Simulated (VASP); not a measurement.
Here is the system:

```xyz
6
Lattice="1.5416 -2.6702 0.0000 1.5416 2.6702 0.0000 0.0000 0.0000 12.3831" Properties=species:S:1:pos:R:3 pbc="T T T"
W      1.5416     0.8901     3.0958
W      1.5416    -0.8901     9.2874
S      1.5416     0.8901    10.8230
S      1.5416    -0.8901     4.6314
S      1.5416    -0.8901     1.5602
S      1.5416     0.8901     7.7518
```

Calculation: PBEsol GGA, VASP's PBE PAW potentials (set 64) (plane waves; VASP). Run with 520 eV cut-off, 8×8×2 Γ-centred mesh, Gaussian smearing of 0.050 eV, potentials W_sv S.

Without a dispersion term in the relaxation, distances and binding between the weakly bound layers, chains or molecules are unreliable, and so is what depends on them.

Task: The ions and cell shape at fixed volume are relaxed. Give the cell that the relaxation ends in.

Result: 
```xyz
6
Lattice="1.5642 -2.7093 0.0000 1.5642 2.7093 0.0000 0.0000 0.0000 12.0281" Properties=species:S:1:pos:R:3 pbc="T T T"
W      1.5642     0.9031     3.0070
W      1.5642    -0.9031     9.0211
S      1.5642     0.9031    10.5921
S      1.5642    -0.9031     4.5780
S      1.5642    -0.9031     1.4361
S      1.5642     0.9031     7.4501
```
Space group P6_3/mmc (194), at a tolerance of 0.03 Å.

Task: How much energy does the relaxation gain?

Result: The energy (σ→0) changes by -31.0 meV/atom, in 8 ionic steps.

The compound is WS2 in the 2H layered structure. This cell is one point of a volume scan, at 0.94 of the reference volume. Symmetry was kept, so distortions that lower it aren't found.
